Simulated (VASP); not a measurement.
Given:

```yaml
crystal:
  lattice:
    - [2.19874, -3.80833, 0.00000]
    - [2.19874, 3.80833, 0.00000]
    - [0.00000, 0.00000, 7.15872]
  atoms:
    - { symbol: Cd, position: [0.66667, 0.33333, 0.50011] }
    - { symbol: Cd, position: [0.33333, 0.66667, 0.00011] }
    - { symbol: Se, position: [0.66667, 0.33333, 0.87589] }
    - { symbol: Se, position: [0.33333, 0.66667, 0.37589] }
```

Level of theory: PBE GGA, VASP's PBE PAW potentials (set 64) (plane waves; VASP). Run with 520 eV cut-off, Gaussian smearing of 0.050 eV, potentials Cd Se.

Q: Give the energies of bands 13 to 21 at the high-symmetry points, in eV from the valence-band maximum.

A: 
```csv
band,Γ,M,K,A,L,H
13,-4.03,-3.90,-3.54,-2.51,-3.90,-3.81
14,-0.69,-3.39,-3.54,-2.51,-3.90,-3.81
15,-0.68,-2.39,-2.73,-0.36,-1.22,-2.18
16,-0.04,-1.66,-1.68,-0.36,-1.22,-2.18
17,0.00,-1.18,-1.68,-0.36,-1.20,-0.99
18,0.00,-0.67,-1.50,-0.36,-1.20,-0.99
19,0.52,3.08,4.35,2.24,2.89,3.65
20,2.12,3.31,4.52,2.24,2.89,3.65
21,5.84,4.79,4.52,5.76,4.83,5.81
```

The gap is direct, 0.52 eV, from the valence maximum at Γ to the conduction minimum at Γ.

Measured: gap 1.73 eV (computed value off by -1.21 eV), as given by Abedi et al., (2022), arXiv:2211.14644.

The compound is CdSe in the wurtzite structure. It was relaxed first, which changed the volume by +7 %.
